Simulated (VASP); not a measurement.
**CoGe23 (a cell with a defect): single point with PBEsol+U**

CoGe23 (a cell with a defect):

```
Co Ge
1.0
     0.00000    8.48631    8.48631
     5.65754    0.00000    5.65754
     5.65754    5.65754    0.00000
Co Ge
1 23
Direct
  0.99902 0.00092 0.00160
  0.00172 0.99985 0.49924
  0.00046 0.50017 0.99969
  0.00067 0.49768 0.49877
  0.33085 0.99935 0.00117
  0.33086 0.00351 0.49978
  0.33024 0.49971 0.00050
  0.33159 0.50151 0.50099
  0.66784 0.00272 0.99872
  0.66647 0.00052 0.49739
  0.66548 0.49622 0.00264
  0.66710 0.50088 0.49833
  0.07936 0.12210 0.12117
  0.08081 0.11883 0.64023
  0.08011 0.63931 0.11970
  0.08122 0.62534 0.62532
  0.41714 0.12379 0.12371
  0.41659 0.12571 0.62557
  0.41556 0.62358 0.12532
  0.41725 0.62722 0.62411
  0.76007 0.11961 0.12094
  0.75125 0.12465 0.62308
  0.74995 0.62710 0.12191
  0.75063 0.62458 0.62675
```

- Program: VASP 6.6.1
- Task: single point
- Functional: PBEsol
- Potentials or basis: VASP PAW PBE potentials, release 64 (Co, Ge_d)
- Cutoff: 350 eV
- k mesh: 2 × 3 × 3
- Occupations: gaussian, width 0.03 eV
- Spin: collinear spin, ferromagnetic start
- Starting moments: [1.0, 0.0, 0.0, 0.0, 0.0, 0.0, 0.0, 0.0, 0.0, 0.0, 0.0, 0.0, 0.0, 0.0, 0.0, 0.0, 0.0, 0.0, 0.0, 0.0, 0.0, 0.0, 0.0, 0.0] μB
- Fixed moment: 1 μB
- Hubbard terms: Co d U = 4 eV
- Dq: 0
- Further INCAR settings: LREAL = Auto; ALGO = Normal; EDIFF = 1e-05; NBANDS = 188; ISYM = 0

| Property | Result |
| --- | --- |
| Largest force | 0.212 eV/Å |
| Net moment | 1.00 μB per cell |
| Site moments | Co +1.85; Ge -0.02, -0.01, -0.03, -0.09, -0.08 μB |
| Valence electrons inside the program's atomic spheres | Co 8.18; Ge 12.39, 12.40, 12.38, 12.41 |

Forces in eV/Å, atoms in the order of the input:
```
Co  -0.143  0.082  0.075
Ge   0.023  0.032  0.171
Ge   0.025  0.177  0.043
Ge  -0.139  0.021  0.030
Ge   0.015  0.030  0.045
Ge  -0.031  0.083  0.014
Ge  -0.002  0.031  0.096
Ge   0.011  0.057  0.052
Ge  -0.018  0.084  0.059
Ge  -0.022  0.100  0.091
Ge  -0.040  0.084  0.115
Ge   0.001  0.061  0.063
Ge   0.008 -0.133 -0.146
Ge   0.119 -0.067 -0.140
Ge   0.127 -0.157 -0.064
Ge   0.013 -0.039 -0.034
Ge   0.069 -0.039 -0.038
Ge  -0.002 -0.108 -0.060
Ge   0.013 -0.055 -0.085
Ge  -0.004 -0.055 -0.076
Ge   0.032 -0.049 -0.039
Ge  -0.014 -0.060 -0.055
Ge  -0.018 -0.014 -0.074
Ge  -0.021 -0.065 -0.042
```

Eigenvalues of the final occupation matrices:
| site | spin | trace | eigenvalues |
| --- | --- | --- | --- |
| site 1 d | 1 | 4.59 | 0.91 0.91 0.92 0.92 0.92 |
| site 1 d | 2 | 2.76 | 0.30 0.32 0.34 0.90 0.90 |

Run time: 8.9 min on 4 MPI ranks on Intel(R) Xeon(R) 6975P-C (Granite Rapids), on a shared host, peak memory 1.1 GiB a rank.

Caveat: the PAW data sets were made with another functional, which shifts forces and pressure a little; the total moment is fixed, so each spin has its own Fermi level; the U is typed as a test and isn't derived for this compound. The state reached can hang on the start; a lower one may exist.
